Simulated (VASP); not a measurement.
Crystal: LaSc.

```xyz
2
Lattice="3.9480 0.0000 0.0000 0.0000 3.9480 0.0000 0.0000 0.0000 3.9480" Properties=species:S:1:pos:R:3 pbc="T T T"
La    0.0000    0.0000    0.0000
Sc    1.9740    1.9740    1.9740
```

The cell was built by a generator and needn't be a form met in nature.

- Program: VASP 6.6.1
- Task: relaxation of cell and atoms
- Functional: revPBE
- Dispersion: D3
- Potentials or basis: VASP PAW PBE potentials, release 64 (La, Sc_sv)
- Cutoff: 600 eV
- k mesh: 7 × 7 × 7
- Occupations: fermi-dirac, width 0.05 eV
- Spin: no spin polarisation

At the start: pressure -1.5 GPa; volume 30.77 Å³/atom.

Q: Where does the relaxation end?

A: Over 3 steps the energy falls by 6.6 meV/atom and the volume is 29.38 Å³/atom (-4.5 %); space group Pm-3m (No. 221, to 0.05 Å).

Step by step:
```
step  energy change (eV)  largest force (eV/Å)  pressure (GPa)  volume (Å³)
   1              0.0000                0.0000           -1.46        61.54
   2             -0.0130                0.0000           -0.19        59.08
   3             -0.0132                0.0000           -0.03        58.77
```

Final structure:
```yaml
crystal:
  lattice:
    - [3.88783, 0.00000, 0.00000]
    - [0.00000, 3.88783, 0.00000]
    - [0.00000, 0.00000, 3.88783]
  atoms:
    - { symbol: La, position: [0.00000, 0.00000, 0.00000] }
    - { symbol: Sc, position: [0.50000, 0.50000, 0.50000] }
```

Caveat: the PAW data sets were made with another functional, which shifts forces and pressure a little; pairwise dispersion overbinds metals, which lowers pressure and volume.
